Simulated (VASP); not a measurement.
VASP runs on Ru3C (a trial cell in the D03 structure, space group Fm-3m) share one base input (PBE GGA, plane waves, VASP's PBE PAW potentials (set 64)) and change the settings named in each case.

File POSCAR:
```
Ru3C
1
    0.0000000000     3.1497990000     3.1497990000
    3.1497990000     0.0000000000     3.1497990000
    3.1497990000     3.1497990000     0.0000000000
C Ru
1 3
Direct
  0.0000000000   0.0000000000   0.0000000000
  0.5000000000   0.5000000000   0.5000000000
  0.2500000000   0.2500000000   0.2500000000
  0.7500000000   0.7500000000   0.7500000000
```

**KPOINTS**
```
Automatic mesh
0
Gamma
6 6 6
0 0 0
```

### INCAR
```
ALGO=Normal
EDIFF=1E-6
ENCUT=520
GGA=PE
ISIF=2
ISMEAR=0
LASPH=.TRUE.
LCHARG=.FALSE.
LMAXMIX=4
LREAL=.FALSE.
LWAVE=.FALSE.
NELM=100
PREC=Accurate
SIGMA=0.05
SYSTEM=Ru3C
```

POTCAR, in this order: C Ru_pv (PBE.64 set). Program: vasp_std.

```json
[
 {"change": "base run", "E(σ→0) (eV/atom)": "-7.4761", "pressure (GPa)": "-36.10", "plane waves": "1700"},
 {"change": "ENCUT = 250", "E(σ→0) (eV/atom)": "-7.5177", "pressure (GPa)": "-43.57", "plane waves": "568"},
 {"change": "ENCUT = 350", "E(σ→0) (eV/atom)": "-7.4787", "pressure (GPa)": "-38.21", "plane waves": "941"},
 {"change": "ENCUT = 400", "E(σ→0) (eV/atom)": "-7.4763", "pressure (GPa)": "-37.06", "plane waves": "1158"},
 {"change": "ENCUT = 450", "E(σ→0) (eV/atom)": "-7.4762", "pressure (GPa)": "-36.26", "plane waves": "1363"},
 {"change": "ENCUT = 600", "E(σ→0) (eV/atom)": "-7.4761", "pressure (GPa)": "-36.14", "plane waves": "2100"},
 {"change": "ENCUT = 750", "E(σ→0) (eV/atom)": "-7.4763", "pressure (GPa)": "-36.05", "plane waves": "2929"},
 {"change": "ENCUT = 800", "E(σ→0) (eV/atom)": "-7.4764", "pressure (GPa)": "-36.04", "plane waves": "3250"}
]
```

Left out are runs that ran out of time, are held back, or changed the cell or the kind of run, fixed moments of cells without a moment, rows past the twelfth, gaps on odd meshes, pressures of charged cells and columns that move by less than the noise.

The structure was generated: Ru3C was put into the D03 type (Fm-3m), which need not be its known phase. The cell was not relaxed at this level.
